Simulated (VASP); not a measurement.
Calculation: PBE GGA + U (Dudarev), VASP's PBE PAW potentials (set 64) (plane waves; VASP).

VASP input:

### POSCAR
```
TiC
1
    0.0000000000     2.1992450000     2.1808930000
    2.2162630000     0.0000000000     2.1808930000
    2.2162630000     2.1992450000     0.0000000000
Ti C
1 1
Direct
  0.0000000000   0.0000000000   0.0000000000
  0.4780250000   0.5219750000   0.5219750000
```

INCAR:
```
! general
SYSTEM    = TiC
PREC      = Accurate
ENCUT     = 520
LREAL     = F   ! projection in real space or not
LASPH     = T   ! aspherical one-centre terms

! electronic loop
EDIFF     = 1E-6   ! SCF stop (eV)
NELM      = 100
ALGO      = Normal
LMAXMIX   = 4   ! l cut-off of mixed one-centre charges

! smearing
ISMEAR    = 1
SIGMA     = 0.1

! functional
GGA       = PE   ! PBE

! DFT+U
LDAU      = T
LDAUTYPE  = 2   ! Dudarev
LDAUL     = 2 -1
LDAUU     = 4.0 0
LDAUJ     = 0 0
LDAUPRINT = 1

! ions
ISIF      = 2

! output
LWAVE     = F
LCHARG    = F
LORBIT    = 10
```

### KPOINTS
```
Automatic mesh
0
Gamma
13 13 13
0 0 0
```

POTCAR, in this order: Ti_sv C (PBE.64 set). Program: vasp_std.

Output

File OUTCAR:
```
 ion  position               nearest neighbor table
   1  0.000  0.000  0.000-   2 2.12   2 2.18   2 2.18   2 2.20   2 2.20   2 2.31
   2  0.478  0.522  0.522-   1 2.12   1 2.18   1 2.18   1 2.20   1 2.20   1 2.31
  LATTYP: Found a face centered orthorhombic cell.
 ALAT       =     4.3617860000
 B/A-ratio  =     1.0084149016
 C/A-ratio  =     1.0162181272
 Subroutine PRICEL returns:
 Original cell was already a primitive cell.
 Subroutine GETGRP returns: Found  4 space group operations
The static configuration has the point symmetry C_2v.
The dynamic configuration has the point symmetry C_2v.
 Subroutine INISYM returns: Found  4 space group operations
 Subroutine IBZKPT returns following result:
 Found    343 irreducible k-points:

 Following reciprocal coordinates:
            Coordinates               Weight
  0.000000  0.000000  0.000000      1.000000
  0.076923  0.000000 -0.000000      8.000000
  0.153846 -0.000000  0.000000      8.000000
  0.230769 -0.000000 -0.000000      8.000000
  0.307692 -0.000000  0.000000      8.000000
  0.384615 -0.000000 -0.000000      8.000000
  0.461538 -0.000000  0.000000      8.000000
  0.076923  0.076923  0.000000      2.000000
  0.153846  0.076923  0.000000      8.000000
  0.230769  0.076923 -0.000000      8.000000
  0.307692  0.076923  0.000000      8.000000
  0.384615  0.076923  0.000000      8.000000
  0.461538  0.076923 -0.000000      8.000000
 -0.461538  0.076923  0.000000      8.000000
 -0.384615  0.076923  0.000000      8.000000
 -0.307692  0.076923  0.000000      8.000000
 -0.230769  0.076923  0.000000      8.000000
 -0.153846  0.076923  0.000000      8.000000
 -0.076923  0.076923  0.000000      4.000000
  0.153846  0.153846  0.000000      2.000000
  0.230769  0.153846 -0.000000      8.000000
  0.307692  0.153846  0.000000      8.000000
...
```

OSZICAR:
```
       N       E                     dE             d eps       ncg     rms          rms(c)
DAV:   1     0.121545633755E+03    0.12155E+03   -0.84715E+03  8232   0.157E+03
DAV:   2    -0.117821479694E+02   -0.13333E+03   -0.12716E+03  8460   0.381E+02
DAV:   3    -0.219897482195E+02   -0.10208E+02   -0.97980E+01 10764   0.997E+01
DAV:   4    -0.224820791556E+02   -0.49233E+00   -0.49170E+00 11160   0.210E+01
DAV:   5    -0.224967721550E+02   -0.14693E-01   -0.14692E-01 11108   0.327E+00    0.180E+01
DAV:   6    -0.160825407004E+02    0.64142E+01   -0.35720E+01 10164   0.728E+01    0.642E+00
DAV:   7    -0.157375349480E+02    0.34501E+00   -0.38201E+00  9992   0.248E+01    0.401E+00
DAV:   8    -0.157091769158E+02    0.28358E-01   -0.16872E-01  9620   0.549E+00    0.225E+00
DAV:   9    -0.157400520927E+02   -0.30875E-01   -0.22177E-01  9176   0.536E+00    0.119E+00
DAV:  10    -0.157307835069E+02    0.92686E-02   -0.28666E-02 10216   0.270E+00    0.635E-01
DAV:  11    -0.157279078210E+02    0.28757E-02   -0.98691E-03  9216   0.141E+00    0.111E-01
DAV:  12    -0.157278905243E+02    0.17297E-04   -0.63310E-04 10460   0.275E-01    0.494E-02
DAV:  13    -0.157278714604E+02    0.19064E-04   -0.12136E-04 10148   0.165E-01    0.120E-02
DAV:  14    -0.157278702977E+02    0.11627E-05   -0.57381E-06  9676   0.310E-02    0.314E-03
DAV:  15    -0.157278704128E+02   -0.11513E-06   -0.47303E-07  5024   0.971E-03
   1 F= -.15727870E+02 E0= -.15727801E+02  d E =-.209025E-03
```

File OUTCAR:
```
------------------------ aborting loop because EDIFF is reached ----------------------------------------
  FORCE on cell =-STRESS in cart. coord.  units (eV):
  Direction    XX          YY          ZZ          XY          YZ          ZX
  --------------------------------------------------------------------------------------
  Total       -0.0246470      0.0277610      0.4309720      0.0000000      0.0000000      0.0000000
  in kB       -1.8574403      2.0921209     32.4788294      0.0000000      0.0000000      0.0000000
  external PRESSURE =      10.9045033 kB  Pullay stress =       0.0000000 kB
  volume of cell :       21.26
      direct lattice vectors                 reciprocal lattice vectors
     0.000000000  2.199245000  2.180893000    -0.225604994  0.227350750  0.229263884
     2.216263000  0.000000000  2.180893000     0.225604994 -0.227350750  0.229263884
     2.216263000  2.199245000  0.000000000     0.225604994  0.227350750 -0.229263884
 POSITION                                       TOTAL-FORCE (eV/Angst)
 -----------------------------------------------------------------------------------
      0.00000      0.00000      0.00000         0.813502      0.000000      0.000000
      2.31367      2.19924      2.18089        -0.813502      0.000000      0.000000
 -----------------------------------------------------------------------------------
    total drift:                                0.000208      0.000000      0.000000
  FREE ENERGIE OF THE ION-ELECTRON SYSTEM (eV)
  ---------------------------------------------------
  free  energy   TOTEN  =       -15.7278704128 eV

  energy  without entropy=      -15.7276613878  energy(sigma->0) =      -15.72780074

 total charge

# of ion       s       p       d       tot
------------------------------------------
    1        2.204   6.249   1.759  10.212
    2        0.884   1.521   0.000   2.406
--------------------------------------------------
tot          3.089   7.770   1.759  12.618
```
(Selected blocks of OUTCAR.)

The compound is TiC in the rock salt structure. The cell was not relaxed at this level, atoms are displaced from their ideal sites. The run is one of a series of settings (LDAU = .TRUE., LDAUJ = 0 0, LDAUL = 2 -1, LDAUTYPE = 2, LDAUU = 4.0 0 against the base run), some of them coarse on purpose.
